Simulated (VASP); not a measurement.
Write the native input for VASP 6.6.1 that does the following.

```
Task                   : single point
Functional             : PBE
Potentials or basis    : VASP PAW PBE potentials, release 64 (Re, Mg)
Cutoff                 : 520 eV
k mesh                 : 7 × 7 × 7
Occupations            : fermi-dirac, width 0.05 eV
Spin                   : no spin polarisation
Further INCAR settings : ALGO = Normal; EDIFF = 1e-07; NBANDS = 20
```

The structure of MgRe3 lies in POSCAR:

```
MgRe3
1.0
    0.0000000000      3.1145280000      3.1145280000
    3.1145280000      0.0000000000      3.1145280000
    3.1145280000      3.1145280000      0.0000000000
Re Mg
3 1
Direct
    0.7500000000      0.7500000000      0.7500000000
    0.5000000000      0.5000000000      0.5000000000
    0.2500000000      0.2500000000      0.2500000000
    0.0000000000      0.0000000000      0.0000000000
```

The cell comes from a database or a generator and needn't be the stable form of this composition.

One way to write it, as run:

INCAR

```
PREC = Accurate ; ENCUT = 520
EDIFF = 1E-7 ; ISMEAR = -1
SIGMA = 0.05 ; LREAL = F
LASPH = T ; NELM = 100
ALGO = Normal ; ISIF = 2
LWAVE = F ; LCHARG = T
GGA = PE ; LELF = T
LVHAR = T ; NBANDS = 20
```

KPOINTS

```
regular mesh
0
Gamma
  7 7 7
```

Potentials or basis: VASP PAW PBE potentials, release 64 (Re, Mg).

The run is started by

```bash
$ cat potpaw_PBE.64/Re/POTCAR potpaw_PBE.64/Mg/POTCAR > POTCAR
$ mpirun -np 1 vasp_std > vasp.out
```

Results of the run:

```
Pressure               : -1.0 GPa
Band gap on the k mesh : none (metal or under the smearing width)
```

Wall time 63 s on 1 thread of AMD EPYC 7R13 Processor (Zen 3), on a shared host, peak memory 0.17 GiB.
